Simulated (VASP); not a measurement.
Input:

```
CELL_PARAMETERS angstrom
      2.11610    -3.68260     0.00000
      2.11610     3.68260     0.00000
      0.00000     0.00000     6.76945
ATOMIC_POSITIONS crystal
  Mg 0.00000 0.00000 0.00000
  I  0.33333 0.66667 0.24200
  I  0.68242 0.34909 0.75800
```

Calculation: PBE GGA, VASP's PBE PAW potentials (set 64) (plane waves; VASP 6.6.1). Numerical set-up: 450 eV cut-off, 6×6×3 Γ-centred mesh, Gaussian smearing of 0.050 eV, potentials Mg I.

Problem. Estimate the energy per atom (σ→0), largest force.

Solution. 
```json
{
  "energy per atom (σ→0)": "-2565 meV/atom",
  "largest_force": "0.101 eV/Å"
}
```

The compound is MgI2 in the 1T layered structure. The cell was not relaxed at this level, atoms are displaced from their ideal sites. The run is one of a series of settings (ENCUT = 450 against the base run), some of them coarse on purpose.
